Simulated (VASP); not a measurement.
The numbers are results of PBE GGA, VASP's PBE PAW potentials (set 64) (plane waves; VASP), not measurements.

VASP ran on this input.

File KPOINTS:
```
Automatic mesh
0
Gamma
8 6 1
0 0 0
```

### INCAR
```
ALGO = Normal
EDIFF = 1E-6
ENCUT = 300
GGA = PE
ISIF = 2
ISMEAR = 1
LASPH = T
LCHARG = F
LMAXMIX = 4
LREAL = Auto
LWAVE = F
NELM = 100
PREC = Accurate
SIGMA = 0.025
SYSTEM = Ni3Si
```

POSCAR:
```
Ni3Si
1.0
  3.5100000000   0.0000000000   0.0000000000
  0.0000000000   4.9638900000   0.0000000000
  0.0000000000   0.0000000000  24.6868000000
Si Ni
4 12
Cart
  0.0000000000   3.9005999426   9.2410098440
  0.0000000000   1.4186549426  11.7228972820
  0.0000000000   3.9005999426  14.2049081540
  0.0000000000   1.4186549426  16.6867955920
  1.7550000000   2.6596274426   8.0000044080
  1.7550000000   0.1776824426   8.0000044080
  0.0000000000   1.4186549426   9.2410098440
  1.7550000000   0.1776824426  10.4819905932
  1.7550000000   2.6596274426  10.4819905932
  0.0000000000   3.9005999426  11.7228972820
  1.7550000000   2.6596274426  12.9639027180
  1.7550000000   0.1776824426  12.9639027180
  0.0000000000   1.4186549426  14.2049081540
  1.7550000000   0.1776824426  15.4457901560
  1.7550000000   2.6596274426  15.4457901560
  0.0000000000   3.9005999426  16.6867955920
```

POTCAR, in this order: Si Ni (PBE.64 set). Program: vasp_std.

Output

File OSZICAR:
```
       N       E                     dE             d eps       ncg     rms          rms(c)
DAV:   1     0.824632011946E+03    0.82463E+03   -0.44495E+04  3280   0.118E+03
DAV:   2    -0.293585820263E+02   -0.85399E+03   -0.82612E+03  3328   0.332E+02
DAV:   3    -0.100961705546E+03   -0.71603E+02   -0.68597E+02  3533   0.130E+02
DAV:   4    -0.103580010373E+03   -0.26183E+01   -0.25843E+01  3662   0.236E+01
DAV:   5    -0.103684413371E+03   -0.10440E+00   -0.10426E+00  4232   0.407E+00    0.365E+01
DAV:   6    -0.110722772387E+03   -0.70384E+01   -0.26639E+02  3839   0.153E+02    0.428E+01
DAV:   7    -0.100193772449E+03    0.10529E+02   -0.98304E+01  3845   0.143E+02    0.433E+01
DAV:   8    -0.112245969941E+03   -0.12052E+02   -0.12543E+02  4802   0.129E+02    0.582E+01
DAV:   9    -0.100877081336E+03    0.11369E+02   -0.10891E+02  4805   0.746E+01    0.325E+01
DAV:  10    -0.928964830341E+02    0.79806E+01   -0.29021E+01  5284   0.747E+01    0.226E+01
DAV:  11    -0.903415183697E+02    0.25550E+01   -0.20668E+01  5028   0.477E+01    0.987E+00
DAV:  12    -0.902847174979E+02    0.56801E-01   -0.74110E+00  4563   0.412E+01    0.109E+01
DAV:  13    -0.897992025816E+02    0.48551E+00   -0.48622E+00  4111   0.321E+01    0.588E+00
DAV:  14    -0.899640561772E+02   -0.16485E+00   -0.31017E+00  4050   0.217E+01    0.745E+00
DAV:  15    -0.896951830526E+02    0.26887E+00   -0.10717E+00  3889   0.160E+01    0.399E+00
DAV:  16    -0.896916950646E+02    0.34880E-02   -0.26299E-01  3758   0.406E+00    0.358E+00
DAV:  17    -0.896359840352E+02    0.55711E-01   -0.43565E-01  4550   0.809E+00    0.234E+00
DAV:  18    -0.896140933470E+02    0.21891E-01   -0.14417E-01  4967   0.542E+00    0.154E+00
DAV:  19    -0.896152766012E+02   -0.11833E-02   -0.69950E-02  4154   0.393E+00    0.135E+00
DAV:  20    -0.896076313472E+02    0.76453E-02   -0.31352E-02  3948   0.295E+00    0.637E-01
DAV:  21    -0.896074426818E+02    0.18867E-03   -0.15828E-02  4191   0.132E+00    0.553E-01
DAV:  22    -0.896057668191E+02    0.16759E-02   -0.69897E-03  4773   0.873E-01    0.149E-01
DAV:  23    -0.896057079834E+02    0.58836E-04   -0.95714E-04  3643   0.244E-01    0.845E-02
DAV:  24    -0.896058100679E+02   -0.10208E-03   -0.43210E-04  3586   0.162E-01    0.877E-02
DAV:  25    -0.896060072376E+02   -0.19717E-03   -0.42322E-04  3876   0.268E-01    0.684E-02
DAV:  26    -0.896061682491E+02   -0.16101E-03   -0.17129E-04  3502   0.103E-01    0.383E-02
DAV:  27    -0.896063484866E+02   -0.18024E-03   -0.63614E-05  4037   0.724E-02    0.232E-02
DAV:  28    -0.896064708195E+02   -0.12233E-03   -0.37165E-05  3413   0.549E-02    0.150E-02
DAV:  29    -0.896065499272E+02   -0.79108E-04   -0.20822E-05  3369   0.263E-02    0.108E-02
DAV:  30    -0.896065897397E+02   -0.39812E-04   -0.51787E-06  2958   0.214E-02    0.428E-03
DAV:  31    -0.896066241894E+02   -0.34450E-04   -0.54972E-06  3059   0.156E-02    0.483E-03
DAV:  32    -0.896066531280E+02   -0.28939E-04   -0.21786E-06  2351   0.130E-02    0.373E-03
DAV:  33    -0.896066652458E+02   -0.12118E-04   -0.38211E-07  2065   0.562E-03    0.248E-03
DAV:  34    -0.896066956442E+02   -0.30398E-04   -0.15405E-06  2301   0.469E-03    0.164E-03
DAV:  35    -0.896067005258E+02   -0.48816E-05   -0.21656E-07  2072   0.320E-03    0.121E-03
DAV:  36    -0.896067041365E+02   -0.36108E-05   -0.18229E-07  1970   0.252E-03    0.667E-04
DAV:  37    -0.896067063196E+02   -0.21831E-05   -0.10766E-07  1994   0.180E-03    0.571E-04
DAV:  38    -0.896067067798E+02   -0.46025E-06   -0.35404E-08  1826   0.135E-03
   1 F= -.89606707E+02 E0= -.89606182E+02  d E =-.157511E-02
```

**OUTCAR**
```
------------------------ aborting loop because EDIFF is reached ----------------------------------------
  FORCE on cell =-STRESS in cart. coord.  units (eV):
  Direction    XX          YY          ZZ          XY          YZ          ZX
  --------------------------------------------------------------------------------------
  Total       -6.1333107     -8.8674293     -5.2542335      0.0000000      0.0000000      0.0000000
  in kB      -22.8460692    -33.0304318    -19.5715800      0.0000000      0.0000000      0.0000000
  external PRESSURE =     -25.1493603 kB  Pullay stress =       0.0000000 kB
  volume of cell :      430.12
      direct lattice vectors                 reciprocal lattice vectors
     3.510000000  0.000000000  0.000000000     0.284900285  0.000000000  0.000000000
     0.000000000  4.963890000  0.000000000     0.000000000  0.201454907  0.000000000
     0.000000000  0.000000000 24.686800000     0.000000000  0.000000000  0.040507478
 POSITION                                       TOTAL-FORCE (eV/Angst)
 -----------------------------------------------------------------------------------
      0.00000      3.90060      9.24101         0.000000      0.000000     -0.561563
      0.00000      1.41865     11.72290         0.000000      0.000000     -0.133403
      0.00000      3.90060     14.20491         0.000000      0.000000      0.107572
      0.00000      1.41865     16.68680         0.000000      0.000000     -1.225166
      1.75500      2.65963      8.00000         0.000000      0.326164      0.687308
      1.75500      0.17768      8.00000         0.000000     -0.326164      0.687308
      0.00000      1.41865      9.24101         0.000000      0.000000     -0.317180
      1.75500      0.17768     10.48199         0.000000      0.038028     -0.112682
      1.75500      2.65963     10.48199         0.000000     -0.038028     -0.112682
      0.00000      3.90060     11.72290         0.000000      0.000000     -0.102512
      1.75500      2.65963     12.96390         0.000000     -0.011017      0.029493
      1.75500      0.17768     12.96390         0.000000      0.011017      0.029493
      0.00000      1.41865     14.20491         0.000000      0.000000     -0.081445
      1.75500      0.17768     15.44579         0.000000      0.054855      0.721185
      1.75500      2.65963     15.44579         0.000000     -0.054855      0.721185
      0.00000      3.90060     16.68680         0.000000      0.000000     -0.336908
 -----------------------------------------------------------------------------------
    total drift:                               -0.000000      0.000090     -0.000365
  FREE ENERGIE OF THE ION-ELECTRON SYSTEM (eV)
  ---------------------------------------------------
  free  energy   TOTEN  =       -89.6067067798 eV

  energy  without entropy=      -89.6051316688  energy(sigma->0) =      -89.60618174
```
(Selected blocks of OUTCAR.)

File OUTCAR:
```
 val. band max:        1.6035931711   @ k =   0.3750   0.0000   0.0000

 cond. band min:       1.6107579550   @ k =   0.2500   0.0000   0.0000


 Fermi energy:         1.6104375629

 k-point     1 :       0.0000    0.0000    0.0000
  band No.  band energies     occupation
      1      -9.9614      2.00000
      2      -9.0179      2.00000
      3      -7.7226      2.00000
      4      -6.6472      2.00000
      5      -4.2053      2.00000
      6      -4.0549      2.00000
      7      -3.5324      2.00000
      8      -3.4921      2.00000
      9      -3.0736      2.00000
     10      -2.9530      2.00000
     11      -2.7258      2.00000
     12      -2.2700      2.00000
     13      -2.2479      2.00000
     14      -2.0405      2.00000
     15      -2.0185      2.00000
     16      -1.8967      2.00000
     17      -1.8930      2.00000
     18      -1.7367      2.00000
     19      -1.7018      2.00000
     20      -1.6136      2.00000
     21      -1.4594      2.00000
     22      -1.4007      2.00000
     23      -1.3187      2.00000
     24      -1.2676      2.00000
     25      -1.2537      2.00000
     26      -1.0840      2.00000
     27      -0.8804      2.00000
     28      -0.7899      2.00000
     29      -0.7807      2.00000
     30      -0.7794      2.00000
     31      -0.4552      2.00000
     32      -0.4514      2.00000
     33      -0.2675      2.00000
     34      -0.2153      2.00000
     35      -0.1940      2.00000
     36      -0.1401      2.00000
     37       0.0070      2.00000
     38       0.0839      2.00000
     39       0.1482      2.00000
     40       0.1542      2.00000
     41       0.2219      2.00000
     42       0.2250      2.00000
     43       0.3081      2.00000
     44       0.3119      2.00000
     45       0.3285      2.00000
     46       0.3699      2.00000
     47       0.4278      2.00000
     48       0.4731      2.00000
     49       0.5970      2.00000
     50       0.6080      2.00000
     51       0.7533      2.00000
...
```

At this cut-off the stress carries a Pulay error, which pulls relaxed volumes low. The cell holds a wide vacuum, so values per volume refer to the whole cell.

The cell is a sheet with vacuum, built from a generated structure. The run is not spin-polarised, so no magnetic state was tried.
